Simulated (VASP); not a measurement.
# Sn2Bi2O (P4/mmm) in VASP: a series of runs

Runs on Sn2Bi2O. Level: PBE. Tasks: relaxation of cell and atoms.

Everything below comes from runs of VASP 6.6.1. Logs are shortened: lines on timing, memory, paths and dates and some standing lists are left out, and cuts for length are marked.

## Step 1: The crystal as given

It takes space group P4/mmm (No. 123, tetragonal). The conventional cell has a = 4.469 Å, b = 4.469 Å, c = 7.154 Å, α = 90.00°, β = 90.00°, γ = 90.00°. Around Sn (site symmetry mmm) lie 4 Bi at 2.80 Å and 4 Sn at 3.16 Å. Around Bi (site symmetry 4mm) lie 4 Sn at 2.80 Å. Around O (site symmetry 4/mmm) lie 8 Bi at 3.68 Å and 8 Sn at 4.22 Å.

The cell was built by a generator and needn't be a form met in nature.

## Step 2: Relaxation of cell and atoms, PBE

File INCAR:

```
SYSTEM = Sn2Bi2O
PREC = Normal
ENCUT = 520
EDIFF = 1E-4
ISMEAR = 0
SIGMA = 0.15
LREAL = .FALSE.
LASPH = .TRUE.
NELM = 60
ALGO = Fast
ISIF = 3
LWAVE = .FALSE.
LCHARG = .FALSE.
GGA = PE
IBRION = 2
NSW = 24
EDIFFG = -0.08
```

File KPOINTS:

```
regular mesh
0
G
  3 3 2
  0 0 0
```

File POSCAR:

```
Sn2Bi2O
1.0
    4.4691108400      0.0000000000      0.0000000000
    0.0000000000      4.4691108400      0.0000000000
    0.0000000000      0.0000000000      7.1538050100
Sn Bi O
2 2 1
Direct
    0.0000000000      0.5000000000      0.0000000000
    0.5000000000      0.0000000000      0.0000000000
    0.0000000000      0.0000000000      0.7636718200
    0.0000000000      0.0000000000      0.2363281800
    0.5000000000      0.5000000000      0.5000000000
```

Potentials or basis: VASP PAW PBE potentials, release 64 (Sn_d, Bi_d, O).

Command:

```bash
cat potpaw_PBE.64/Sn_d/POTCAR potpaw_PBE.64/Bi_d/POTCAR potpaw_PBE.64/O/POTCAR > POTCAR
mpirun -np 1 vasp_std > vasp.out
```

OUTCAR:

```text
SYSTEM = Sn2Bi2O
   PREC = Normal
   ENCUT = 520
   EDIFF = 1E-4
   ISMEAR = 0
   LREAL = .FALSE.
   LASPH = .TRUE.
   NELM = 60
   ISIF = 3
   GGA = PE
   IBRION = 2
   NSW = 24
   EDIFFG = -0.08

 ion  position               nearest neighbor table
   1  0.000  0.500  0.000-   3 2.80   4 2.80   3 2.80   4 2.80   2 3.16   2 3.16   2 3.16   2 3.16

   2  0.500  0.000  0.000-   3 2.80   4 2.80   3 2.80   4 2.80   1 3.16   1 3.16   1 3.16   1 3.16

   3  0.000  0.000  0.764-   1 2.80   2 2.80   1 2.80   2 2.80   4 3.38   4 3.77
   4  0.000  0.000  0.236-   1 2.80   2 2.80   1 2.80   2 2.80   3 3.38   3 3.77
   5  0.500  0.500  0.500-

  LATTYP: Found a simple tetragonal cell.
 ALAT       =     4.4691108400
 C/A-ratio  =     1.6007222166

  Lattice vectors:

 A1 = (   4.4691108400,   0.0000000000,   0.0000000000)
 A2 = (   0.0000000000,   4.4691108400,   0.0000000000)
 A3 = (   0.0000000000,   0.0000000000,   7.1538050100)

Analysis of symmetry for initial positions (statically):
=====================================================================
 Subroutine PRICEL returns:
 Original cell was already a primitive cell.

 Routine SETGRP: Setting up the symmetry group for a
 simple tetragonal supercell.

 Subroutine GETGRP returns: Found 16 space group operations
 (whereof 16 operations were pure point group operations)
 out of a pool of 16 trial point group operations.

The static configuration has the point symmetry D_4h.

Analysis of symmetry for dynamics (positions and initial velocities):
=====================================================================
 Subroutine PRICEL returns:
 Original cell was already a primitive cell.

 Routine SETGRP: Setting up the symmetry group for a
 simple tetragonal supercell.

 Subroutine GETGRP returns: Found 16 space group operations
 (whereof 16 operations were pure point group operations)
 out of a pool of 16 trial point group operations.

The dynamic configuration has the point symmetry D_4h.

 Subroutine INISYM returns: Found 16 space group operations
 (whereof 16 operations are pure point group operations),
 and found     1 'primitive' translations

----------------------------------------------------------------------------------------

                                     Primitive cell

  volume of cell :     142.8826

  direct lattice vectors                    reciprocal lattice vectors
     4.469110840  0.000000000  0.000000000     0.223758156  0.000000000  0.000000000
[... 70 lines left out ...]
   LASPH  =      T    aspherical Exc in radial PAW
   ENCUT  =  520.0 eV  38.22 Ry    6.18 a.u.   8.31  8.31 13.30*2*pi/ulx,y,z
   NELM   =     60;   NELMIN=  2; NELMDL= -5     # of ELM steps
   EDIFF  = 0.1E-03   stopping-criterion for ELM
   LREAL  =      F    real-space projection
   EDIFFG = -.8E-01   stopping-criterion for IOM
   NSW    =     24    number of steps for IOM
   IBRION =      2    ionic relax: 0-MD 1-quasi-New 2-CG
   NFREE  =      1    steps in history (QN), initial steepest desc. (CG)
   ISIF   =      3    stress and relaxation
   ISYM   =      2    0-nonsym 1-usesym 2-fastsym
   POTIM  = 0.5000    time-step for ionic-motion
   TEBEG  =    0.0;   TEEND  =   0.0 temperature during run
   PSTRESS=    0.0 pullay stress
   NELECT =      64.0000    total number of electrons
   NUPDOWN=      -1.0000    fix difference up-down
   EMIN   =  10.00;   EMAX   =-10.00  energy-range for DOS
   EFERMI =   0.00;   METHOD = LEGACY
   ISMEAR =     0;   SIGMA  =   0.15  broadening in eV -4-tet -1-fermi 0-gaus
   EFERMI_NEDOS =   21; number of points for ismear=-14 and -15
   IALGO  =     68    algorithm
   IMIX   =      4    mixing-type and parameters
     AMIX     =   0.40;   BMIX     =  1.00
     AMIX_MAG =   1.60;   BMIX_MAG =  1.00
  volume/ion in A,a.u.               =      28.58       192.84
  Fermi-wavevector in a.u.,A,eV,Ry     =   1.252588  2.367049 21.347236  1.568978
  Thomas-Fermi vector in A             =   2.386482
   LORBIT       =      0    0 simple, 1 ext, 2 COOP (PROOUT), +10 PAW based schemes
   GGA     = PE    functional components
   LHFCALC =     F    Hartree Fock is set to
   AEXX    =    0.0000 exact exchange contribution
   IVDW    =     0    specifies the selected vdW correction
   LEPSILON=     F    determine dielectric tensor
   LRPA    =     F    only Hartree local field effects (RPA)
 conjugate gradient relaxation of ions
 non-spin polarized calculation
 RMM-DIIS sequential band-by-band and
 Gauss-broadening in eV      SIGMA  =   0.15
  energy-cutoff  :      520.00
  volume of cell :      142.88
 maximum number of plane-waves:      3874
   NGX = 17   NGY = 17   NGZ = 27

--------------------------------------- Ionic step        1  -------------------------------------------

 number of electron      64.0000050 magnetization

 Free energy of the ion-electron system (eV)
  ---------------------------------------------------
  ext. energy  EPLUGINS =         0.00000000
  ---------------------------------------------------
  free energy    TOTEN  =       -15.14902502 eV

  energy without entropy =      -15.08954622  energy(sigma->0) =      -15.11928562

------------------------ aborting loop because EDIFF is reached ----------------------------------------

  FORCE on cell =-STRESS in cart. coord.  units (eV):
  Direction    XX          YY          ZZ          XY          YZ          ZX
  --------------------------------------------------------------------------------------
  -------------------------------------------------------------------------------------
  Total       10.1950330     10.1950330     12.9207599      0.0000000     -0.0000000      0.0000000
  in kB      114.3193821    114.3193821    144.8836197      0.0000000     -0.0000000      0.0000000
  external PRESSURE =     124.5074613 kB  Pullay stress =       0.0000000 kB
[... 860 lines left out ...]
     37      15.9411      0.00000
     38      26.6372      0.00000

[... ionic steps 4 to 12 ...]

--------------------------------------- Ionic step       13  -------------------------------------------

 number of electron      63.9999895 magnetization

------------------------ aborting loop because EDIFF is reached ----------------------------------------
[... 73 lines left out ...]
--------------------------------------- Ionic step       15  -------------------------------------------

 number of electron      63.9999958 magnetization

 Free energy of the ion-electron system (eV)
  ---------------------------------------------------
  ext. energy  EPLUGINS =         0.00000000
  ---------------------------------------------------
  free energy    TOTEN  =       -18.81604470 eV

  energy without entropy =      -18.78305798  energy(sigma->0) =      -18.79955134

 E-fermi :   6.0229     XC(G=0):  -9.8062

 val. band max:        5.8980225482   @ k =   0.3333   0.3333   0.5000
 cond. band min:       6.0641649444   @ k =   0.3333   0.0000   0.0000
 fundamental gap:      0.1661423962
 Fermi energy:         6.0229487788
[... 276 lines left out ...]
  FREE ENERGIE OF THE ION-ELECTRON SYSTEM (eV)
  ---------------------------------------------------
  free  energy   TOTEN  =       -18.8160447014 eV

  energy  without entropy=      -18.7830579823  energy(sigma->0) =      -18.79955134

 reached required accuracy - stopping structural energy minimisation
```

OSZICAR:

```text
N       E                     dE             d eps       ncg     rms          rms(c)
DAV:   1     0.771681724279E+03    0.77168E+03   -0.32953E+04   474   0.231E+03
DAV:   2     0.102096994589E+03   -0.66958E+03   -0.65420E+03   456   0.632E+02
DAV:   3    -0.134542424435E+02   -0.11555E+03   -0.11062E+03   572   0.236E+02
[... 270 lines left out ...]
DAV:   1    -0.188160630664E+02   -0.26865E-02   -0.16675E+00   506   0.580E+00    0.405E-01
RMM:   2    -0.188159839923E+02    0.79074E-04   -0.46844E-02   493   0.168E+00    0.261E-01
RMM:   3    -0.188172972181E+02   -0.13132E-02   -0.24220E-02   530   0.870E-01    0.281E-01
RMM:   4    -0.188160256496E+02    0.12716E-02   -0.32688E-03   502   0.336E-01    0.585E-02
RMM:   5    -0.188160447014E+02   -0.19052E-04   -0.51967E-04   424   0.143E-01
  15 F= -.18816045E+02 E0= -.18799551E+02  d E =-.116163E-01
```

Run time: 6.5 min. Hardware: 1 thread of Intel Xeon Platinum 8488C (Sapphire Rapids), shared host; peak memory 0.21 GiB.

What came out:

| Property | Result |
| --- | --- |
| Free energy | -18.8160 eV |
| Relaxed volume | 27.26 Å³/atom |
| Relaxed cell | a = 4.083 Å, b = 4.083 Å, c = 8.177 Å, α = 90.00°, β = 90.00°, γ = 90.00° |
| Space group after relaxing (to 0.05 Å) | P4/mmm (No. 123) |
| Energy gained by relaxing | 733.4 meV/atom |
| Ionic steps | 15 |
| Pressure after relaxing | -0.1 GPa |
| Largest force after relaxing | 0.055 eV/Å |
| Band gap on the k mesh | none (metal or under the smearing width) |

Forces on the atoms (eV/Å):
```
Sn   0.000  0.000  0.000
Sn   0.000  0.000  0.000
Bi   0.000  0.000  0.055
Bi   0.000  0.000 -0.055
O    0.000  0.000  0.000
```

Step by step:
| step | energy change (eV) | largest force (eV/Å) | pressure (GPa) | volume (Å³) |
| --- | --- | --- | --- | --- |
| 1 | 0.0000 | 6.4097 | 12.45 | 142.88 |
| 2 | -1.7873 | 0.2375 | -5.69 | 193.86 |
| 3 | -2.2010 | 1.4065 | -3.19 | 174.75 |
| 4 | -2.2023 | 1.5047 | -3.07 | 173.89 |
| 5 | -2.7115 | 1.2567 | -2.73 | 163.22 |
| 6 | -3.4253 | 0.6802 | -0.42 | 140.78 |
| 7 | 131.9037 | 46.6267 | 88.56 | 100.99 |
| 8 | -3.4402 | 0.7205 | -0.09 | 139.91 |
| 9 | -2.8361 | 3.5989 | 11.13 | 119.64 |
| 10 | -3.5021 | 0.4404 | 0.97 | 136.27 |
| 11 | -3.5188 | 0.0481 | 2.14 | 133.01 |
| 12 | -3.6526 | 0.4778 | -0.09 | 136.50 |
| 13 | -3.6554 | 0.4018 | 0.10 | 136.09 |
| 14 | -3.6644 | 0.1773 | -0.17 | 136.40 |
| 15 | -3.6670 | 0.0547 | -0.11 | 136.30 |

Final structure:
```cif
data_structure
_symmetry_space_group_name_H-M 'P 1'
_symmetry_Int_Tables_number 1
_cell_length_a 4.0827
_cell_length_b 4.0827
_cell_length_c 8.1773
_cell_angle_alpha 90.000
_cell_angle_beta 90.000
_cell_angle_gamma 90.000
_cell_volume 136.30
loop_
_atom_site_label
_atom_site_type_symbol
_atom_site_fract_x
_atom_site_fract_y
_atom_site_fract_z
_atom_site_occupancy
Sn1 Sn 0.00000 0.50000 0.00000 1
Sn2 Sn 0.50000 0.00000 0.00000 1
Bi1 Bi 0.00000 0.00000 0.68011 1
Bi2 Bi 0.00000 0.00000 0.31989 1
O1 O 0.50000 0.50000 0.50000 1
```

Levels at points of the mesh, in eV from the Fermi level:
```csv
k point,band 28,band 29,band 30,band 31,band 32,band 33,band 34,band 35
"(0.00, 0.00, 0.00)",-1.76,-1.17,-1.05,-1.05,-0.88,1.64,1.64,2.30
"(0.00, 0.00, 0.50)",-1.62,-1.55,-1.55,-1.02,1.50,1.50,2.46,2.74
```

Caveat: the k mesh is coarse (spacing up to 0.47 Å⁻¹), so the values aren't converged; spin-orbit coupling is left out, which moves the levels of the heavy elements; the relaxation stopped at a loose force limit of 0.08 eV/Å, so its end isn't a converged minimum.

## Step 3: Relaxation of cell and atoms, PBE

This run uses another cell than the first one, of 31.32 Å³/atom, 1.096 times its volume.

INCAR is that of step 2.

File KPOINTS:

```
regular mesh
0
G
  3 3 3
  0 0 0
```

File POSCAR:

```
Sn2Bi2O
1.0
    5.3196161300      0.0000000000      0.0000000000
    0.0000000000      5.3196161300      0.0000000000
    0.0000000000      0.0000000000      5.5334012800
Sn Bi O
2 2 1
Direct
    0.5000000000      0.0000000000      0.9805160700
    0.0000000000      0.5000000000      0.9805160700
    0.5000000000      0.0000000000      0.5051988100
    0.0000000000      0.5000000000      0.5051988100
    0.5000000000      0.5000000000      0.6284232800
```

Potentials or basis: VASP PAW PBE potentials, release 64 (Sn_d, Bi_d, O).

Command:

```bash
cat potpaw_PBE.64/Sn_d/POTCAR potpaw_PBE.64/Bi_d/POTCAR potpaw_PBE.64/O/POTCAR > POTCAR
mpirun -np 1 vasp_std > vasp.out
```

OUTCAR:

```text
SYSTEM = Sn2Bi2O
   PREC = Normal
   ENCUT = 520
   EDIFF = 1E-4
   ISMEAR = 0
   LREAL = .FALSE.
   LASPH = .TRUE.
   NELM = 60
   ISIF = 3
   GGA = PE
   IBRION = 2
   NSW = 24
   EDIFFG = -0.08

 ion  position               nearest neighbor table
   1  0.500  0.000  0.981-   3 2.63   3 2.90
   2  0.000  0.500  0.981-   4 2.63   4 2.90
   3  0.500  0.000  0.505-   1 2.63   5 2.75   5 2.75   1 2.90   4 3.76   4 3.76   4 3.76   4 3.76

   4  0.000  0.500  0.505-   2 2.63   5 2.75   5 2.75   2 2.90   3 3.76   3 3.76   3 3.76   3 3.76

   5  0.500  0.500  0.628-   3 2.75   4 2.75   3 2.75   4 2.75

  LATTYP: Found a simple tetragonal cell.
 ALAT       =     5.3196161300
 C/A-ratio  =     1.0401880784

  Lattice vectors:

 A1 = (   5.3196161300,   0.0000000000,   0.0000000000)
 A2 = (   0.0000000000,   5.3196161300,   0.0000000000)
 A3 = (   0.0000000000,   0.0000000000,   5.5334012800)

Analysis of symmetry for initial positions (statically):
=====================================================================
 Subroutine PRICEL returns:
 Original cell was already a primitive cell.

 Routine SETGRP: Setting up the symmetry group for a
 simple tetragonal supercell.

[... 159 lines left out ...]

  FORCE on cell =-STRESS in cart. coord.  units (eV):
  Direction    XX          YY          ZZ          XY          YZ          ZX
  --------------------------------------------------------------------------------------
  -------------------------------------------------------------------------------------
  Total       -9.1437540     -9.1437540     21.5075897      0.0000000      0.0000000     -0.0000000
  in kB      -93.5583082    -93.5583082    220.0642882      0.0000000      0.0000000     -0.0000000
  external PRESSURE =      10.9825573 kB  Pullay stress =       0.0000000 kB
[... 98 lines left out ...]
  FREE ENERGIE OF THE ION-ELECTRON SYSTEM (eV)
  ---------------------------------------------------
  free  energy   TOTEN  =       -20.0418278880 eV

  energy  without entropy=      -19.9952228752  energy(sigma->0) =      -20.01852538

[... ionic steps 4 to 16 ...]

--------------------------------------- Ionic step       17  -------------------------------------------

 number of electron      63.9999940 magnetization

------------------------ aborting loop because EDIFF is reached ----------------------------------------
[... 73 lines left out ...]
--------------------------------------- Ionic step       19  -------------------------------------------

 number of electron      63.9999956 magnetization

 Free energy of the ion-electron system (eV)
  ---------------------------------------------------
  ext. energy  EPLUGINS =         0.00000000
  ---------------------------------------------------
  free energy    TOTEN  =       -20.86700638 eV

  energy without entropy =      -20.83076126  energy(sigma->0) =      -20.84888382

 E-fermi :   5.8302     XC(G=0):  -9.6494

 val. band max:        5.7865409679   @ k =   0.3333   0.3333   0.3333
 cond. band min:       5.9650625149   @ k =   0.3333   0.0000   0.3333
 fundamental gap:      0.1785215470
 Fermi energy:         5.8301729689

 k-point     1 :       0.0000    0.0000    0.0000
  band No.  band energies     occupation
      1     -17.1508      2.00000
      2     -17.0227      2.00000
      3     -16.8708      2.00000
      4     -16.8207      2.00000
      5     -16.8207      2.00000
      6     -16.7561      2.00000
[... 267 lines left out ...]
  FREE ENERGIE OF THE ION-ELECTRON SYSTEM (eV)
  ---------------------------------------------------
  free  energy   TOTEN  =       -20.8670063775 eV

  energy  without entropy=      -20.8307612578  energy(sigma->0) =      -20.84888382

 reached required accuracy - stopping structural energy minimisation
```

OSZICAR:

```text
N       E                     dE             d eps       ncg     rms          rms(c)
DAV:   1     0.761742411889E+03    0.76174E+03   -0.32471E+04   474   0.224E+03
DAV:   2     0.997740634115E+02   -0.66197E+03   -0.64762E+03   462   0.610E+02
DAV:   3    -0.129672649425E+02   -0.11274E+03   -0.10790E+03   550   0.233E+02
[... 180 lines left out ...]
RMM:   3    -0.208655527239E+02   -0.93193E-02   -0.19448E-01   584   0.324E+00    0.352E-01
RMM:   4    -0.208669341181E+02   -0.13814E-02   -0.27817E-02   577   0.114E+00    0.283E-01
RMM:   5    -0.208669200841E+02    0.14034E-04   -0.63931E-03   590   0.571E-01    0.647E-02
RMM:   6    -0.208669859819E+02   -0.65898E-04   -0.18382E-03   469   0.277E-01    0.309E-02
RMM:   7    -0.208670063775E+02   -0.20396E-04   -0.49207E-04   374   0.137E-01
  19 F= -.20867006E+02 E0= -.20848884E+02  d E =-.744190E-02
```

CONTCAR:

```text
Sn2Bi2O
   1.00000000000000
     4.7217179754723162    0.0000000000000000    0.0000000000000000
     0.0000000000000000    4.7217179754723162    0.0000000000000000
    -0.0000000000000000    0.0000000000000000    6.3195977627311883
  Sn              Bi              O
     2     2     1
Direct
     0.5000000000000000    1.0000000000000000    0.0216157640612075
     0.0000000000000000    0.5000000000000000    0.0216157640612075
     0.5000000000000000    0.0000000000000000    0.5198740698139178
     0.0000000000000000    0.5000000000000000    0.5198740698139178
     0.5000000000000000    0.5000000000000000    0.5168733722497562

  0.00000000E+00  0.00000000E+00  0.00000000E+00
  0.00000000E+00  0.00000000E+00  0.00000000E+00
  0.00000000E+00  0.00000000E+00  0.00000000E+00
  0.00000000E+00  0.00000000E+00  0.00000000E+00
  0.00000000E+00  0.00000000E+00  0.00000000E+00
```

Run time: 4.2 min. Hardware: 1 thread of Intel Xeon Platinum 8488C (Sapphire Rapids), shared host; peak memory 0.2 GiB.

Results:

| Property | Result |
| --- | --- |
| Free energy | -20.8670 eV |
| Relaxed volume | 28.18 Å³/atom |
| Relaxed cell | a = 4.722 Å, b = 4.722 Å, c = 6.320 Å, α = 90.00°, β = 90.00°, γ = 90.00° |
| Space group after relaxing (to 0.05 Å) | P4mm (No. 99) |
| Energy gained by relaxing | 664.2 meV/atom |
| Ionic steps | 19 |
| Pressure after relaxing | 0.0 GPa |
| Largest force after relaxing | 0.047 eV/Å |
| Band gap on the k mesh | none (metal or under the smearing width) |

Forces in eV/Å, atoms in the order of the input:
```
Sn   0.000  0.000 -0.047
Sn   0.000  0.000 -0.047
Bi   0.000  0.000  0.033
Bi   0.000  0.000  0.033
O    0.000  0.000  0.029
```

Stress tensor (GPa, compression positive):
```
 0.12  0.00  0.00
 0.00  0.12  0.00
 0.00  0.00 -0.15
```

The path:
```csv
step,energy change (eV),largest force (eV/Å),pressure (GPa),volume (Å³)
1,0.0000,1.7991,1.10,156.59
2,-2.4863,1.2754,-5.69,157.19
3,-2.4959,1.2425,-5.76,157.59
4,-2.8973,0.7606,1.71,134.34
5,-2.9371,0.9526,-0.70,139.06
6,-3.0402,0.8302,0.43,136.36
7,-3.0466,0.8066,0.79,135.61
8,-3.1044,0.7152,0.31,137.29
9,-3.1850,0.5576,-0.58,140.62
10,-3.2178,0.2380,-2.47,147.42
11,-3.2259,0.3870,-1.93,144.99
12,-3.2607,0.2745,-1.29,143.85
13,-3.2985,0.1647,-0.24,141.53
14,-3.3011,0.1571,0.04,140.84
15,-3.3052,0.1444,0.02,140.67
16,-3.3128,0.1250,0.19,140.16
17,-3.3136,0.1091,0.16,139.95
18,-3.3186,0.0516,0.38,140.22
19,-3.3210,0.0471,0.03,140.89
```

Final structure:
```cif
data_structure
_symmetry_space_group_name_H-M 'P 1'
_symmetry_Int_Tables_number 1
_cell_length_a 4.7217
_cell_length_b 4.7217
_cell_length_c 6.3196
_cell_angle_alpha 90.000
_cell_angle_beta 90.000
_cell_angle_gamma 90.000
_cell_volume 140.89
loop_
_atom_site_label
_atom_site_type_symbol
_atom_site_fract_x
_atom_site_fract_y
_atom_site_fract_z
_atom_site_occupancy
Sn1 Sn 0.50000 0.00000 0.02162 1
Sn2 Sn 0.00000 0.50000 0.02162 1
Bi1 Bi 0.50000 0.00000 0.51987 1
Bi2 Bi 0.00000 0.50000 0.51987 1
O1 O 0.50000 0.50000 0.51687 1
```

Caveat: the k mesh is coarse (spacing up to 0.39 Å⁻¹), so the values aren't converged; spin-orbit coupling is left out, which moves the levels of the heavy elements; the relaxation stopped at a loose force limit of 0.08 eV/Å, so its end isn't a converged minimum.
